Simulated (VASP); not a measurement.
VASP input:

### INCAR
```
# general
SYSTEM =Cd(GaSe2)2
PREC   =Accurate
ENCUT  =300
LREAL  =F   # projection in real space or not
LASPH  =T   # aspherical one-centre terms

# electronic loop
EDIFF  =1E-6   # SCF stop (eV)
NELM   =100   # most electronic steps
ALGO   =Normal   # blocked Davidson
LMAXMIX=4

# smearing
ISMEAR =0   # Gaussian
SIGMA  =0.01   # width (eV)

# functional
GGA    =PS

# ions
IBRION =2
NSW    =50   # most ionic steps
ISIF   =3   # ions, shape and volume
EDIFFG =-0.01   # ionic stop

# output
LWAVE  =F
LCHARG =F
```

File KPOINTS:
```
Automatic mesh
0
Gamma
3 3 3
0 0 0
```

File POSCAR:
```
Cd(GaSe2)2
1
   -2.8564530000     2.8564530000     5.3393580000
    2.8564530000    -2.8564530000     5.3393580000
    2.8564530000     2.8564530000    -5.3393580000
Cd Ga Se
1 2 4
Direct
  0.0000000000   0.0000000000   0.0000000000
  0.2500000000   0.7500000000   0.5000000000
  0.5000000000   0.5000000000   0.0000000000
  0.8651200000   0.4004300000   0.9896700000
  0.5995700000   0.5892400000   0.4646900000
  0.4107600000   0.8754500000   0.0103300000
  0.1245500000   0.1348800000   0.5353100000
```

POTCAR, in this order: Cd Ga_d Se (PBE.64 set). Program: vasp_std.

### Question
Write an equivalent input for Quantum ESPRESSO's pw.x.

### Answer
One equivalent input (not run):
```
&CONTROL
  calculation = 'vc-relax'
  pseudo_dir = './pseudo'
  outdir = './out'
  tprnfor = .true.
  tstress = .true.
  nstep = 50
  forc_conv_thr = 0.00039
/
&SYSTEM
  ibrav = 0
  nat = 7
  ntyp = 3
  ecutwfc = 102
  occupations = 'smearing'
  smearing = 'gaussian'
  degauss = 0.000735
  input_dft = 'pbesol'
/
&ELECTRONS
  conv_thr = 7.3e-08
  electron_maxstep = 100
/
&IONS
/
&CELL
/
ATOMIC_SPECIES
  Cd 112.414 Cd.upf
  Ga 69.723 Ga.upf
  Se 78.971 Se.upf
CELL_PARAMETERS angstrom
    -2.8564530    2.8564530    5.3393580
     2.8564530   -2.8564530    5.3393580
     2.8564530    2.8564530   -5.3393580
ATOMIC_POSITIONS crystal
  Cd   0.0000000  0.0000000  0.0000000
  Ga   0.2500000  0.7500000  0.5000000
  Ga   0.5000000  0.5000000  0.0000000
  Se   0.8651200  0.4004300  0.9896700
  Se   0.5995700  0.5892400  0.4646900
  Se   0.4107600  0.8754500  0.0103300
  Se   0.1245500  0.1348800  0.5353100
K_POINTS automatic
  3 3 3 0 0 0
```
What does not carry over: the potentials are each code's own (VASP's PAW set, PseudoDojo norm-conserving files in pw.x), so ENCUT and ecutwfc are chosen apart and not converted; conv_thr bounds pw.x's estimated SCF error, while EDIFF bounds the energy change between steps; forc_conv_thr acts on force components and is met together with etot_conv_thr.

The structure comes from a computed database's CdGa2Se4 entry (I-4); how it stands against other phases isn't given here. This run relaxes it. Symmetry was kept, so distortions that lower it aren't found. The k-mesh is coarse (spacing up to 0.52 per Å, 2π included), so the numbers may not be converged in it. The run is one of a series of settings (EDIFFG = -0.01, IBRION = 2, ISIF = 3, NSW = 50 against the base run), some of them coarse on purpose.
